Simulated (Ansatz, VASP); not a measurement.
## One calculation of Si2B2W, two programs

The input INCAR:

```
  PREC = Accurate
  ENCUT = 600
  EDIFF = 1E-7
  ISMEAR = 0
  SIGMA = 0.1
  LREAL = False
  LASPH = True
  NELM = 60
  ALGO = Normal
  ISIF = 3
  LWAVE = False
  LCHARG = False
  GGA = PE
  IBRION = 2
  NSW = 90
  EDIFFG = -0.04
```

File KPOINTS:

```
Automatic mesh
0
Gamma
  6 6 4
```

File POSCAR:

```
Si2B2W
1.0
    3.8367866300      0.0000000000      0.0000000000
   -1.9183933100      3.3227546900      0.0000000000
    0.0000000000      0.0000000000      4.7922590800
Si B W
2 2 1
Direct
    0.3333333300      0.6666666700      0.5000000000
    0.6666666700      0.3333333300      0.5000000000
    0.3333333300      0.6666666700      0.0000000000
    0.6666666700      0.3333333300      0.0000000000
    0.0000000000      0.0000000000      0.0000000000
```

Input for Ansatz:

```yaml
crystal:
  lattice:
    - [3.83678663, 0.0, 0.0]
    - [-1.91839331, 3.32275469, 0.0]
    - [0.0, 0.0, 4.79225908]
  atoms:
    - { symbol: Si, position: [0.33333333, 0.66666667, 0.5] }
    - { symbol: Si, position: [0.66666667, 0.33333333, 0.5] }
    - { symbol: B, position: [0.33333333, 0.66666667, 0.0] }
    - { symbol: B, position: [0.66666667, 0.33333333, 0.0] }
    - { symbol: W, position: [0.0, 0.0, 0.0] }
basis:
  ecutwfc: 420
kpoints:
  mp_grid: { grid: [6, 6, 4] }
hamiltonian:
  xc: pbe
scf:
  occupations: { method: gaussian, width: 0.1 }
  lower_state_search: "off"
output:
  forces: true
  stress: true
  eigenvalues: true
relax:
  adjacent_minimum: "off"
  f_tol: 0.04
  max_steps: 70
  cell: { stress_tol: 0.4 }
```

Alike in both runs: task relaxation of cell and atoms; functional PBE; k mesh 6 × 6 × 4; occupations gaussian, width 0.1 eV; no spin polarisation.

```csv
,VASP,Ansatz
version,VASP 6.6.1,Ansatz 0.2.0
potentials or method,"VASP PAW PBE potentials, release 64 (Si, B, W_sv)","scalar-relativistic, plane waves, PAW"
plane-wave cutoff (eV),600,420
valence electrons in the cell,28,28
```

```csv
,VASP,Ansatz,Ansatz less VASP
"gap on the k mesh at the Fermi level, each at its own relaxed structure (eV)",none,none,-
relaxed volume (Å³/atom),12.31,12.33,+0.015
relaxed cell length with the largest relative difference (Å),4.287,4.295,+0.0080
energy change over the relaxation (meV/atom),-101,-101,-0.1
```

A gap of «none» marks a metal or a gap that the smearing closes.

Spin-orbit coupling is left out, which matters for the levels of W.
